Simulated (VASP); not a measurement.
The input files of a VASP run:

INCAR:
```
# general
SYSTEM =InP
PREC   =Accurate
ENCUT  =400
LREAL  =.False.
LASPH  =.True.

# electronic loop
EDIFF  =1E-6   # SCF stop (eV)
NELM   =100   # most electronic steps
ALGO   =Normal   # blocked Davidson
LMAXMIX=4

# smearing
ISMEAR =0   # Gaussian
SIGMA  =0.05   # width (eV)

# functional
GGA    =PE

# ions
IBRION =2
NSW    =60
ISIF   =3
EDIFFG =-0.01   # ionic stop

# output
LWAVE  =.False.
LCHARG =.False.
```

### KPOINTS
```
Automatic mesh
0
Gamma
7 7 7
0 0 0
```

**POSCAR**
```
InP
1
   -0.0000000000     2.9779739869     2.9779739869
    2.9779739869     0.0000000000     2.9779739869
    2.9779739869     2.9779739869     0.0000000000
In P
1 1
Direct
  0.0000000000   0.0000000000   0.0000000000
  0.2500000000   0.2500000000   0.2500000000
```

POTCAR, in this order: In_d P (PBE.64 set). Program: vasp_std.

### Question
Translate this PBE calculation to Quantum ESPRESSO's pw.x.

### Answer
One equivalent input (not run):
```
&CONTROL
  calculation = 'vc-relax'
  pseudo_dir = './pseudo'
  outdir = './out'
  tprnfor = .true.
  tstress = .true.
  nstep = 60
  forc_conv_thr = 0.00039
/
&SYSTEM
  ibrav = 0
  nat = 2
  ntyp = 2
  ecutwfc = 70
  occupations = 'smearing'
  smearing = 'gaussian'
  degauss = 0.003675
  input_dft = 'pbe'
/
&ELECTRONS
  conv_thr = 7.3e-08
  electron_maxstep = 100
/
&IONS
/
&CELL
/
ATOMIC_SPECIES
  In 114.818 In.upf
  P 30.974 P.upf
CELL_PARAMETERS angstrom
    -0.0000000    2.9779740    2.9779740
     2.9779740    0.0000000    2.9779740
     2.9779740    2.9779740    0.0000000
ATOMIC_POSITIONS crystal
  In   0.0000000  0.0000000  0.0000000
  P    0.2500000  0.2500000  0.2500000
K_POINTS automatic
  7 7 7 0 0 0
```
Limits of the translation: the potentials are each code's own (VASP's PAW set, PseudoDojo norm-conserving files in pw.x), so ENCUT and ecutwfc are chosen apart and not converted; conv_thr bounds pw.x's estimated SCF error, while EDIFF bounds the energy change between steps; forc_conv_thr acts on force components and is met together with etot_conv_thr.

The compound is InP in the zinc blende structure. It was relaxed first. The start is the result of an earlier pass.
